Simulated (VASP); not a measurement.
All values below come from PBE GGA with D4 dispersion, VASP's PBE PAW potentials (set 64) (plane waves; VASP 6.6.1).

VASP ran on this input.

### INCAR
```
# general
SYSTEM   =  CoSi2
PREC     =  Accurate
ENCUT    =  520
LREAL    =  .False.
LASPH    =  .True.

# electronic loop
EDIFF    =  1E-7
NELM     =  100
ALGO     =  Normal
LMAXMIX  =  4

# smearing
ISMEAR   =  1
SIGMA    =  0.1

# functional
GGA      =  PE
IVDW     =  13

# ions
ISIF     =  2

# output
LWAVE    =  .False.
LCHARG   =  .False.
```

### KPOINTS
```
Automatic mesh
0
G
 10 10 10
```

### POSCAR
```
CoSi2
1
    0.0000000000     2.6786434120     2.6786434120
    2.6786434120     0.0000000000     2.6786434120
    2.6786434120     2.6786434120     0.0000000000
Co Si
1 2
Direct
  0.0000000000   0.0000000000   0.0000000000
  0.2500000000   0.2500000000   0.2500000000
  0.7500000000   0.7500000000   0.7500000000
```

POTCAR, in this order: Co Si (PBE.64 set). Program: vasp_std.

Question: Predict the energy per atom (σ→0), dispersion energy, pressure, band gap (on the k-mesh).

Answer: 
```yaml
energy per atom (σ→0): -6.891 eV/atom
dispersion_energy: -1.378 eV
band gap (on the k-mesh): none (metal, semimetal or under 0.01 eV)
pressure: -5.38 GPa
```

File OSZICAR:
```
...
DAV:  10    -0.192959697769E+02   -0.27127E-04   -0.58984E-03  1452   0.911E-01    0.728E-02
DAV:  11    -0.192959282287E+02    0.41548E-04   -0.37050E-04  1700   0.354E-01    0.399E-02
DAV:  12    -0.192959520302E+02   -0.23801E-04   -0.51769E-05  1216   0.744E-02    0.256E-02
DAV:  13    -0.192959520478E+02   -0.17678E-07   -0.32223E-06  1452   0.154E-02    0.389E-03
DAV:  14    -0.192959521949E+02   -0.14702E-06   -0.61273E-07  1368   0.120E-02    0.299E-03
DAV:  15    -0.192959523161E+02   -0.12124E-06   -0.15259E-07   800   0.878E-03    0.645E-04
DAV:  16    -0.192959523717E+02   -0.55614E-07   -0.63760E-08   676   0.208E-03
   1 F= -.20673545E+02 E0= -.20673890E+02  d E =0.103506E-02
```

The compound is CoSi2 in the fluorite structure. This cell is one point of a volume scan, at 1.03 of the reference volume. The run is not spin-polarised, so no magnetic state was tried. The electron count is odd and the run is not spin-polarised, which forces a metal.
